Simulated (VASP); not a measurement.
```xyz
2
Lattice="2.5827 0.0000 0.0000 0.0000 2.5827 0.0000 0.0000 0.0000 2.5827" Properties=species:S:1:pos:R:3 pbc="T T T"
Al     0.0000     0.0000     0.0000
N      1.2914     1.2914     1.2914
```

Method: r2SCAN meta-GGA, VASP's PBE PAW potentials (set 64) (plane waves; VASP). Numerical set-up: 520 eV cut-off, 16×16×16 Γ-centred mesh, tetrahedra with Blöchl corrections, potentials Al N.

Q: Predict the energy per atom (σ→0), band gap (over mesh and band path) with the smallest direct gap where there is one.

A: 
```json
{
  "band gap (over mesh and band path)": "none (metal, semimetal or under 0.01 eV)",
  "energy per atom (σ→0)": "-7.703 eV/atom"
}
```

Total energies compare only between runs with the same potentials, cut-off and functional.

The structure was generated: AlN was put into the CsCl type (Pm-3m), which need not be its known phase. It was relaxed first, which changed the volume by +12 %.
